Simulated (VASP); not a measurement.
Input:

```xyz
5
Lattice="4.2094 0.0000 0.0000 0.0000 4.2094 0.0000 0.0000 0.0000 4.2094" Properties=species:S:1:pos:R:3 pbc="T T T"
Ba     0.0000     0.0000     0.0000
Zr     2.1047     2.1047     2.1047
O      2.1047     0.0000     2.1047
O      0.0000     2.1047     2.1047
O      2.1047     2.1047     0.0000
```

Calculation: vdW-DF2, VASP's PBE PAW potentials (set 64) (plane waves; VASP). Settings: 520 eV cut-off, 5×5×5 Γ-centred mesh, Gaussian smearing of 0.050 eV, potentials Ba_sv Zr_sv O.

Q: Predict the energy per atom (σ→0), pressure.

A: 
The energy per atom (σ→0) is -6.429 eV/atom and the pressure comes out as 10.15 GPa.

Total energies compare only between runs with the same potentials, cut-off and functional.

The compound is BaZrO3 in the cubic perovskite structure. This cell is one point of a volume scan, at 0.94 of the reference volume.
